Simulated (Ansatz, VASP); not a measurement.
**Cross-check of Ta2N (Ta2N (P-31m)) between VASP and Ansatz**

Aim: how closely do two programs agree when they are given the same cell, functional and k mesh? The cell is taken from a series of runs on this material, whose earlier steps may have relaxed, scaled, displaced or heated it; both programs get it as it stands.

Calculated with Ansatz 0.2.0; plane waves, with VASP 6.6.1 beside it; relaxation of cell and atoms at r2SCAN.

## Step 1: Starting point

It takes space group P-31m (No. 162, trigonal). The conventional cell has a = 5.297 Å, b = 5.297 Å, c = 4.939 Å, α = 90.00°, β = 90.00°, γ = 120.00°. Nearest to Ta lie 3 N at 2.15 to 2.16 Å. Nearest to N lie 6 Ta at 2.16 Å. N has 6 Ta at 2.15 Å nearest. Farther neighbours and most contacts between anions are not listed.

## Step 2: VASP: relaxation of cell and atoms, r2SCAN

The relaxed volume is the usual yardstick between codes: in a stiff, nearly cubic crystal its relative difference is about their pressure difference at one cell divided by the bulk modulus.

Lines of VASP's logs that name or quote its potential files are left out, and so is its time.

INCAR reads:

```
SYSTEM = Ta2N
PREC = Accurate
ENCUT = 660
EDIFF = 1E-07
NELM = 120
ISMEAR = -1
SIGMA = 0.05
LREAL = .FALSE.
ALGO = Normal
METAGGA = R2SCAN
LASPH = .TRUE.
NBANDS = 50
LORBIT = 11
LWAVE = .FALSE.
LCHARG = .FALSE.
ISIF = 3
IBRION = 2
NSW = 80
EDIFFG = -0.005
GGA_COMPAT = .FALSE.
NELMIN = 4
LMIXTAU = .TRUE.
KPAR = 2
```

POSCAR reads:

```
Ta2N
1.0
    5.2965720000      0.0000000000      0.0000000000
   -2.6482860000      4.5869660000      0.0000000000
    0.0000000000      0.0000000000      4.9391830000
Ta N
6 3
Direct
    0.6663615815      0.6663615994      0.7536181591
    0.9999999822      0.3336384006      0.7536181591
    0.3336382475      0.0000000000      0.7536181591
    0.3336384185      0.3336384006      0.2463816384
    0.0000000178      0.6663615994      0.2463816384
    0.6663617525      0.0000000000      0.2463816384
    0.6666667030      0.3333334060      0.4999998988
    0.3333332970      0.6666665940      0.4999998988
    0.0000000000      0.0000000000      0.0000000000
```

KPOINTS reads:

```
Automatic mesh
0
Gamma
9 9 8
0 0 0
```

PAW data sets: Ta_pv and N (PBE family, release 64).

Launch:

```console
mpirun -np 2 vasp_std
```

Numbers of over 12 decimals in the logs are rounded to 6 here.

The program printed:

```text
[banner, memory and clock lines left out]
running    2 mpi-ranks, on    1 nodes
 distrk:  each k-point on    1 cores,    2 groups
 distr:  one band on    1 cores,    1 groups

 POSCAR found type information on POSCAR TaN
 POSCAR found :  2 types and       9 ions
|                                                                             |
|               ----> ADVICE to this user running VASP <----                  |
|                                                                             |
|     You enforced a specific xc type in the INCAR file but a different       |
|     [... a line on the potential file left out ...]
|     I HOPE YOU KNOW WHAT YOU ARE DOING!                                     |
|                                                                             |

 LDA part: xc-table for (None), standard interpolation
 POSCAR, INCAR and KPOINTS ok, starting setup
 FFT: planning ... GRIDC
 FFT: planning ... GRID_SOFT
 FFT: planning ... GRID
 WAVECAR not read
 entering main loop
       N       E                     dE             d eps       ncg     rms          rms(c)
DAV:   1     0.713034863092E+03    0.71303E+03   -0.51990E+04  8100   0.209E+03
DAV:   2    -0.283890220201E+03   -0.99693E+03   -0.96428E+03  8570   0.591E+02
DAV:   3    -0.357974600237E+03   -0.74084E+02   -0.71703E+02 10180   0.146E+02
DAV:   4    -0.360221984588E+03   -0.22474E+01   -0.22123E+01  9872   0.235E+01
DAV:   5    -0.360281103015E+03   -0.59118E-01   -0.58902E-01 10400   0.346E+00    0.507E+01
DAV:   6    -0.329738662710E+03    0.30542E+02   -0.48576E+01 10984   0.365E+01    0.224E+01
DAV:   7    -0.325905103561E+03    0.38336E+01   -0.54339E+00  9640   0.123E+01    0.775E+00
DAV:   8    -0.328115037485E+03   -0.22099E+01   -0.27526E+00  9086   0.965E+00    0.334E+00
DAV:   9    -0.328133286484E+03   -0.18249E-01   -0.74449E-01  8980   0.611E+00    0.798E-01
DAV:  10    -0.328179217263E+03   -0.45931E-01   -0.85506E-02  9648   0.189E+00    0.426E-01
DAV:  11    -0.328165417225E+03    0.13800E-01   -0.41145E-02  9116   0.139E+00    0.242E-01
DAV:  12    -0.328184461836E+03   -0.19045E-01   -0.40669E-02  8896   0.123E+00    0.114E-01
DAV:  13    -0.328187732221E+03   -0.32704E-02   -0.21771E-03  9710   0.272E-01    0.877E-02
DAV:  14    -0.328188304599E+03   -0.57238E-03   -0.17776E-03  9546   0.230E-01    0.373E-02
DAV:  15    -0.328188440927E+03   -0.13633E-03   -0.32197E-04  9486   0.114E-01    0.252E-02
DAV:  16    -0.328188398165E+03    0.42762E-04   -0.23068E-04  9090   0.941E-02    0.103E-02
DAV:  17    -0.328188456869E+03   -0.58703E-04   -0.91571E-05  9052   0.688E-02    0.514E-03
DAV:  18    -0.328188477537E+03   -0.20668E-04   -0.10897E-05  9574   0.218E-02    0.254E-03
DAV:  19    -0.328188477321E+03    0.21553E-06   -0.54992E-07  8334   0.536E-03    0.199E-03
DAV:  20    -0.328188478172E+03   -0.85095E-06   -0.80580E-07  7912   0.700E-03    0.965E-04
DAV:  21    -0.328188478286E+03   -0.11348E-06   -0.12029E-07  5154   0.293E-03    0.552E-04
DAV:  22    -0.328188478264E+03    0.21779E-07   -0.21972E-08  4892   0.854E-04
   1 F= -.32818848E+03 E0= -.32817704E+03  d E =-.328188E+03
[...]
2 F= -.32818893E+03 E0= -.32817759E+03  d E =-.449822E-03
[...]
3 F= -.32818893E+03 E0= -.32817760E+03  d E =-.451953E-03
[...]
4 F= -.32818891E+03 E0= -.32817760E+03  d E =0.228643E-04
 trial-energy change:    0.000023  1 .order    0.000019   -0.000103    0.000142
 step:   0.4064(harm=  0.4265)  dis= 0.00031  next Energy=  -328.188951 (dE=-0.204E-04)
 bond charge predicted
       N       E                     dE             d eps       ncg     rms          rms(c)
DAV:   1    -0.328188951033E+03   -0.43764E-04   -0.83533E-03  8180   0.587E-01    0.883E-02
DAV:   2    -0.328188962034E+03   -0.11000E-04   -0.70107E-04  8256   0.152E-01    0.369E-02
DAV:   3    -0.328188946917E+03    0.15117E-04   -0.74632E-05  9742   0.531E-02    0.730E-03
DAV:   4    -0.328188948666E+03   -0.17489E-05   -0.57235E-06  9670   0.146E-02    0.582E-03
DAV:   5    -0.328188949323E+03   -0.65746E-06   -0.20631E-06 10464   0.899E-03    0.354E-03
DAV:   6    -0.328188950046E+03   -0.72282E-06   -0.14033E-06  8864   0.791E-03    0.184E-03
DAV:   7    -0.328188949797E+03    0.24903E-06   -0.11028E-06  8582   0.722E-03    0.106E-03
DAV:   8    -0.328188950492E+03   -0.69454E-06   -0.64062E-07  7694   0.568E-03    0.453E-04
DAV:   9    -0.328188950429E+03    0.62346E-07   -0.28808E-08  4458   0.114E-03
   5 F= -.32818895E+03 E0= -.32817763E+03  d E =-.202128E-04
 curvature:  -0.24 expect dE=-0.286E-05 dE for cont linesearch -0.319E-07
 trial: gam= 0.08071 g(F)=  0.595E-05 g(S)=  0.604E-05 ort = 0.390E-05 (trialstep = 0.893E+00)
 search vector abs. value=  0.134E-04
 reached required accuracy - stopping structural energy minimisation
```

Parts of OUTCAR (step 2):

```text
ion  position               nearest neighbor table
   1  0.666  0.666  0.754-   9 2.15   7 2.16   8 2.16   4 3.00   6 3.01   5 3.01   2 3.06   2 3.06
                             3 3.06   3 3.06   3 3.06   2 3.06   4 3.06   6 3.07   5 3.07
   2  1.000  0.334  0.754-   9 2.15   8 2.16   7 2.16   5 3.00   6 3.01   4 3.01   1 3.06   1 3.06
                             3 3.06   3 3.06   3 3.06   1 3.06   5 3.06   6 3.07   4 3.07
   3  0.334  0.000  0.754-   9 2.15   7 2.16   8 2.16   6 3.00   4 3.01   5 3.01   2 3.06   1 3.06
                             1 3.06   2 3.06   2 3.06   1 3.06   6 3.06   4 3.07   5 3.07
   4  0.334  0.334  0.246-   9 2.15   8 2.16   7 2.16   1 3.00   3 3.01   2 3.01   5 3.06   5 3.06
                             6 3.06   6 3.06   6 3.06   5 3.06   1 3.06   3 3.07   2 3.07
   5  0.000  0.666  0.246-   9 2.15   7 2.16   8 2.16   2 3.00   3 3.01   1 3.01   4 3.06   4 3.06
                             6 3.06   6 3.06   6 3.06   4 3.06   2 3.06   3 3.07   1 3.07
   6  0.666  0.000  0.246-   9 2.15   8 2.16   7 2.16   3 3.00   1 3.01   2 3.01   5 3.06   4 3.06
                             4 3.06   5 3.06   5 3.06   4 3.06   3 3.06   1 3.07   2 3.07
   7  0.667  0.333  0.500-   1 2.16   5 2.16   4 2.16   2 2.16   3 2.16   6 2.16
   8  0.333  0.667  0.500-   2 2.16   4 2.16   1 2.16   5 2.16   3 2.16   6 2.16
   9  0.000  0.000  0.000-   6 2.15   3 2.15   5 2.15   4 2.15   2 2.15   1 2.15

  LATTYP: Found a hexagonal cell.
 ALAT       =     5.2965720000
 C/A-ratio  =     0.9325244705

 Subroutine GETGRP returns: Found 12 space group operations
 (whereof 12 operations were pure point group operations)

The static configuration has the point symmetry D_3d.

 Found     81 irreducible k-points:

   k-points           NKPTS =     81   k-points in BZ     NKDIM =     81   number of bands    NBANDS=     50

   dimension x,y,z NGX =    48 NGY =   48 NGZ =   42
   dimension x,y,z NGXF=    96 NGYF=   96 NGZF=   84

   ENCUT  =  660.0 eV  48.51 Ry    6.96 a.u.  11.09 11.09 10.35*2*pi/ulx,y,z

   NELECT =      81.0000    total number of electrons

 k-points in reciprocal lattice and weights: Automatic mesh
   0.00000000  0.00000000  0.00000000       0.002
   0.11111111  0.00000000  0.00000000       0.009
   0.22222222  0.00000000  0.00000000       0.009
   0.33333333  0.00000000  0.00000000       0.009
   0.44444444  0.00000000  0.00000000       0.009
   0.11111111  0.11111111  0.00000000       0.009
   0.22222222  0.11111111  0.00000000       0.019
   0.33333333  0.11111111  0.00000000       0.019
   0.44444444  0.11111111  0.00000000       0.009
[...]
0.33333333  0.22222222  0.50000000       0.019
   0.33333333  0.33333333  0.50000000       0.003

 average (electrostatic) potential at core
       1 -41.5066       2 -41.5066       3 -41.5066       4 -41.5066       5 -41.5066
       6 -41.5066       7 -66.0413       8 -66.0413       9 -65.9621

 E-fermi :   7.4712

 k-point     1 :       0.0000    0.0000    0.0000
  band No.  band energies     occupation
    ...
     39       6.9313      1.99996
     40       6.9313      1.99996
     41       7.0273      1.99972
     42       7.4317      1.37566
     43       7.4317      1.37566
     44       8.2646      0.00000
     45       8.2646      0.00000
     46       9.2639      0.00000
     47       9.2639      0.00000
     48      10.5749      0.00000
    ...

 k-point     2 :       0.1111    0.0000    0.0000
  band No.  band energies     occupation
    ...
     37       5.4769      2.00000
     38       6.3798      2.00000
     39       6.5247      2.00000
     40       6.9971      1.99985
     41       7.1475      1.99692
     42       7.5606      0.28687
     43       8.0547      0.00002
     44       8.2929      0.00000
     45       8.3586      0.00000
     46       9.3477      0.00000
    ...

 k-point     3 :       0.2222    0.0000    0.0000
  band No.  band energies     occupation
    ...
     37       5.3238      2.00000
     38       5.6793      2.00000
     39       6.2270      2.00000
     40       7.1740      1.99477
     41       7.4580      1.13164
     42       7.9679      0.00010
     43       8.2683      0.00000
     44       8.6282      0.00000
     45       8.8322      0.00000
     46       9.5732      0.00000
    ...

  Total       -0.0203124     -0.0203124     -0.0173845      0.0000000      0.0000000     -0.0000000
  in kB       -0.2711675     -0.2711675     -0.2320809      0.0000000      0.0000000     -0.0000000
  external PRESSURE =      -0.2581386 kB  Pullay stress =       0.0000000 kB

  energy-cutoff  :      660.00
  volume of cell :      120.01
      direct lattice vectors                 reciprocal lattice vectors
     5.298615610  0.000000000  0.000000000     0.188728542  0.108962472 -0.000000000
    -2.649307805  4.588735818 -0.000000000    -0.000000000  0.217924945  0.000000000
     0.000000000 -0.000000000  4.936040670    -0.000000000  0.000000000  0.202591524

 POSITION                                       TOTAL-FORCE (eV/Angst)
 -----------------------------------------------------------------------------------
      1.76664      3.05991      3.71871        -0.000777     -0.001346     -0.004261
      4.41595      1.52883      3.71871        -0.000777      0.001346     -0.004261
      1.76534     -0.00000      3.71871         0.001554     -0.000000     -0.004261
      0.88267      1.52883      1.21733         0.000777      0.001346      0.004261
     -1.76664      3.05991      1.21733         0.000777     -0.001346      0.004261
      3.53328     -0.00000      1.21733        -0.001554      0.000000      0.004261
      2.64931      1.52958      2.46802         0.000000      0.000000     -0.000000
      0.00000      3.05916      2.46802        -0.000000     -0.000000     -0.000000
      0.00000      0.00000      0.00000         0.000000     -0.000000     -0.000000
 -----------------------------------------------------------------------------------
    total drift:                                0.000000      0.000000      0.001311

  FREE ENERGIE OF THE ION-ELECTRON SYSTEM (eV)
  ---------------------------------------------------
  free  energy   TOTEN  =      -328.1889504293 eV

  energy  without entropy=     -328.1663053103  energy(sigma->0) =     -328.17762787

 reached required accuracy - stopping structural energy minimisation

 total charge
# of ion       s       p       d       tot
------------------------------------------
    1        0.322   6.228   2.380   8.930
    2        0.322   6.228   2.380   8.930
    3        0.322   6.228   2.380   8.930
    4        0.322   6.228   2.380   8.930
    5        0.322   6.228   2.380   8.930
    6        0.322   6.228   2.380   8.930
    7        1.251   2.555   0.000   3.806
    8        1.251   2.555   0.000   3.806
    9        1.249   2.587   0.000   3.836
--------------------------------------------------
tot          5.683  45.063  14.279  65.026

[... 3 further parts left out ...]
```

CONTCAR:

```
Ta2N
   1.00000000000000
     5.2986156100372970    0.0000000000000000    0.0000000000000000
    -2.6493078050186485    4.5887358183177396   -0.0000000000000000
     0.0000000000000000   -0.0000000000000000    4.9360406699498114
  Ta              N
     6     3
Direct
     0.6668306193667051    0.6668306372667047    0.7533797360064093
     0.9999999822000023    0.3331693627332953    0.7533797360064093
     0.3331692096332910    0.0000000000000000    0.7533797360064093
     0.3331693806332948    0.3331693627332953    0.2466200614935935
     0.0000000177999977    0.6668306372667047    0.2466200614935935
     0.6668307903667089    0.0000000000000000    0.2466200614935935
     0.6666667029999971    0.3333334060000013    0.4999998987999987
     0.3333332970000029    0.6666665939999987    0.4999998987999987
     0.0000000000000000    0.0000000000000000    0.0000000000000000
```

(Continued in part 2 of 2.)

[Lines on the potential files, build, host, timing and source positions are cut from VASP's logs without a mark.]

[Logs are printed without paths, hosts, clocks, repeated set-up lines and the standing remarks that a program may print on its own settings, such as how far it seeks lower states.]

[Hosts, paths, dates, database ids (printed as entryN), source tags and the programs' standing remarks are cut or masked in the printed files.]
